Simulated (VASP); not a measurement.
```yaml
crystal:
  lattice:
    - [3.15827, 0.00000, 0.00000]
    - [0.00000, 3.15827, 0.00000]
    - [0.00000, 0.00000, 3.15827]
  atoms:
    - { symbol: Pb, position: [0.00000, 0.00000, 0.00000] }
    - { symbol: O, position: [0.50000, 0.50000, 0.50000] }
```

Method: PBEsol GGA, VASP's PBE PAW potentials (set 64) (plane waves; VASP). Numerical set-up: 520 eV cut-off, 8×8×8 Γ-centred mesh, Gaussian smearing of 0.050 eV, potentials Pb_d O.

### Question
What does the run give for the energy per atom (σ→0)?

### Answer

```
Quantity                       Result
---------------------  --------------
energy per atom (σ→0)  -5.263 eV/atom
```

The structure was generated: PbO was put into the CsCl type type (Pm-3m), which need not be its known phase. It was relaxed first, which changed the volume by +50 %. The start is the result of an earlier pass.
